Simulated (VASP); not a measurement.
A convergence study with VASP on Be (hcp): one setting is varied, all else stays as given below, so the limit is that of these other settings. Each run relaxes cell and ions from the cell shown. The basis is that of the starting cell, so low cut-offs carry a Pulay error.

```
Be
1.0
    1.14500    -1.98320     0.00000
    1.14500     1.98320     0.00000
    0.00000     0.00000     3.58000
Be
2
Direct
  0.33333   0.66667   0.25000
  0.66667   0.33333   0.75000
```

The numbers are results of PBE GGA, VASP's PBE PAW potentials (set 64) (plane waves; VASP), not measurements. The tightest run used: 700 eV cut-off, 15×15×8 Γ-centred mesh, first-order Methfessel-Paxton smearing of 0.10 eV, potentials Be.

Problem. The settings run are ENCUT = 150; ENCUT = 200; ENCUT = 250; ENCUT = 300; ENCUT = 350; ENCUT = 400; ENCUT = 450; ENCUT = 500; ENCUT = 550; ENCUT = 600; ENCUT = 650; ENCUT = 700. From which on does the relaxed volume stay within 0.05 Å³/atom of the tightest run?

Solution. From ENCUT = 250 on: it is off by 0.004 there and by no more than 0.05 in any finer run, while ENCUT = 200 is off by 0.101.
```tsv
setting	relaxed volume (Å³/atom)	E (eV/atom)	plane waves	difference judged (Å³/atom)
ENCUT = 150	7.665	-3.7045	74	0.243
ENCUT = 200	7.807	-3.7496	116	0.101
ENCUT = 250	7.904	-3.7643	159	0.004
ENCUT = 300	7.914	-3.7651	214	0.005
ENCUT = 350	7.910	-3.7654	257	0.002
ENCUT = 400	7.908	-3.7661	309	0.000
ENCUT = 450	7.908	-3.7666	364	0.000
ENCUT = 500	7.910	-3.7667	426	0.002
ENCUT = 550	7.910	-3.7667	496	0.002
ENCUT = 600	7.910	-3.7667	555	0.002
ENCUT = 650	7.909	-3.7668	638	0.001
ENCUT = 700	7.908	-3.7669	702	0.000
```

Left out are rungs that failed or repeat a setting and relaxations that didn't move; long series are thinned to 24 rows.

The compound is Be in the hcp structure.
